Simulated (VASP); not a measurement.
PbS (rock salt) relaxed at rising pressure, in one space group throughout; other phases were not tried. The pressures are those reached. Computed with PBE GGA, VASP's PBE PAW potentials (set 64) (plane waves; VASP).

```tsv
P (GPa)	V (Å³/atom)	k-mesh
0.07	27.052	8×8×8
4.99	25.016	8×8×8
9.91	23.517	8×8×8
19.97	21.450	8×8×8
29.94	20.025	8×8×8
```

A change of mesh leaves a small step in the series.

### Question
Fit an equation of state and predict the volume at 45.01 GPa.

### Answer
Least squares on the third-order Birch-Murnaghan form, P = (3B0/2)(y⁷ − y⁵)[1 + (3/4)(B′ − 4)(y² − 1)] with y = (V0/V)^(1/3), gives V0 = 27.101 Å³/atom, B0 = 52 GPa and B′ = 4.2, and so 18.481 Å³/atom. The run gave 18.481 Å³/atom, +0.0 % from the fit.

Pressures at which the relaxation failed are left out.

The compound is PbS in the rock salt structure.
